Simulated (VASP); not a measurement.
Given:

```
CELL_PARAMETERS angstrom
     -1.59384     1.59384     3.89148
      1.59384    -1.59384     3.89148
      1.59384     1.59384    -3.89148
ATOMIC_POSITIONS crystal
  Si 0.66534 0.66534 0.00000
  Si 0.33466 0.33466 0.00000
  W  0.00000 0.00000 0.00000
```

Calculation: LDA (Ceperley-Alder, Perdew-Zunger), VASP's LDA PAW potentials (set 64) (plane waves; VASP). Run with 520 eV cut-off, 15×15×15 Γ-centred mesh, tetrahedra with Blöchl corrections, potentials Si W_sv.

The cores are frozen, which limits the accuracy of field gradients.

Question: Give the principal components of the electric field gradient (V/Å²) and the asymmetry η at each nucleus.

Answer: 
| atom | Vxx | Vyy | Vzz | η |
|---|---|---|---|---|
| Si1 | 5.0 | 5.0 | -10.0 | 0.00 |
| Si2 | 5.0 | 5.0 | -10.0 | 0.00 |
| W3 | 72.1 | 72.1 | -144.2 | 0.00 |

The compound is WSi2 in the MoSi2 type structure. It was relaxed first.
